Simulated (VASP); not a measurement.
Input of a VASP 6.6.1 run:

File INCAR:

```
ALGO = Normal
EDIFF = 1E-7
ENCUT = 520
GGA_COMPAT = F
ISIF = 2
ISMEAR = -1
LASPH = T
LCHARG = F
LMAXMIX = 4
LORBIT = 11
LREAL = F
LSORBIT = T
LWAVE = F
MAGMOM = 0 0 0 0 0 0 0 0 0
NELM = 100
PREC = Accurate
SIGMA = 0.05
```

The input KPOINTS:

```
k-points
0
Gamma
  5 5 6
```

File POSCAR:

```
Ba2Re
1.0
    5.3437000000      0.0000000000      0.0000000000
   -2.6718500000      4.6277800000      0.0000000000
    0.0000000000      0.0000000000      3.5273000000
Ba Re
2 1
Direct
    0.6666700000      0.3333300000      0.7385400000
    0.3333300000      0.6666700000      0.2614600000
    0.0000000000      0.0000000000      0.0000000000
```

File KPOINTS_OPT:

```
path GMKGALHA,LM,KH
20
line-mode
reciprocal
 0.0000000000  0.0000000000  0.0000000000  G
 0.5000000000  0.0000000000  0.0000000000  M

 0.5000000000  0.0000000000  0.0000000000  M
 0.3333333333  0.3333333333  0.0000000000  K

 0.3333333333  0.3333333333  0.0000000000  K
 0.0000000000  0.0000000000  0.0000000000  G

 0.0000000000  0.0000000000  0.0000000000  G
 0.0000000000  0.0000000000  0.5000000000  A

 0.0000000000  0.0000000000  0.5000000000  A
 0.5000000000  0.0000000000  0.5000000000  L

 0.5000000000  0.0000000000  0.5000000000  L
 0.3333333333  0.3333333333  0.5000000000  H

 0.3333333333  0.3333333333  0.5000000000  H
 0.0000000000  0.0000000000  0.5000000000  A

 0.5000000000  0.0000000000  0.5000000000  L
 0.5000000000  0.0000000000  0.0000000000  M

 0.3333333333  0.3333333333  0.0000000000  K
 0.3333333333  0.3333333333  0.5000000000  H
```

Potentials or basis: VASP PAW LDA potentials, release 64 (Ba_sv, Re).

The run is started by

```bash
$ cat potpaw_LDA.64/Ba_sv/POTCAR potpaw_LDA.64/Re/POTCAR > POTCAR
$ mpirun -np 1 vasp_ncl > vasp.out
```

(1) What does it give for the largest force?

(2) Estimate the pressure.

Answers

(1) 0.010 eV/Å.

(2) -2.6 GPa.
